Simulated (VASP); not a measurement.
Data:

```yaml
crystal:
  lattice:
    - [0.00000, 2.24895, 2.24895]
    - [2.24895, 0.00000, 2.24895]
    - [2.24895, 2.24895, 0.00000]
  atoms:
    - { symbol: Li, position: [0.25000, 0.25000, 0.25000] }
    - { symbol: Li, position: [0.75000, 0.75000, 0.75000] }
    - { symbol: O, position: [0.00000, 0.00000, 0.00000] }
```

Level of theory: LDA (Ceperley-Alder, Perdew-Zunger), VASP's LDA PAW potentials (set 64) (plane waves; VASP 6.6.1). Numerical set-up: 650 eV cut-off, 8×8×8 Γ-centred mesh, Gaussian smearing of 0.050 eV, potentials Li_sv O.

Question: Give the elastic stiffness tensor with the ions relaxed (GPa, in the frame of the cell).

Answer: 
```json
[
 {"": "xx", "xx": "229", "yy": "24.8", "zz": "24.8", "yz": "0.0", "xz": "0.0", "xy": "0.0"},
 {"": "yy", "xx": "24.8", "yy": "229", "zz": "24.8", "yz": "0.0", "xz": "0.0", "xy": "0.0"},
 {"": "zz", "xx": "24.8", "yy": "24.8", "zz": "229", "yz": "0.0", "xz": "0.0", "xy": "0.0"},
 {"": "yz", "xx": "0.0", "yy": "0.0", "zz": "0.0", "yz": "67.8", "xz": "0.0", "xy": "0.0"},
 {"": "xz", "xx": "0.0", "yy": "0.0", "zz": "0.0", "yz": "0.0", "xz": "67.8", "xy": "0.0"},
 {"": "xy", "xx": "0.0", "yy": "0.0", "zz": "0.0", "yz": "0.0", "xz": "0.0", "xy": "67.8"}
]
```

Question: Predict the Hill bulk modulus, Hill shear modulus, Young's modulus, Poisson's ratio.

Answer: 
```
Property               Value
------------------  --------
Hill bulk modulus   92.7 GPa
Hill shear modulus  79.9 GPa
Young's modulus      186 GPa
Poisson's ratio        0.165
```

The compound is Li2O in the antifluorite structure. It was relaxed first, which changed the volume by -8 %.
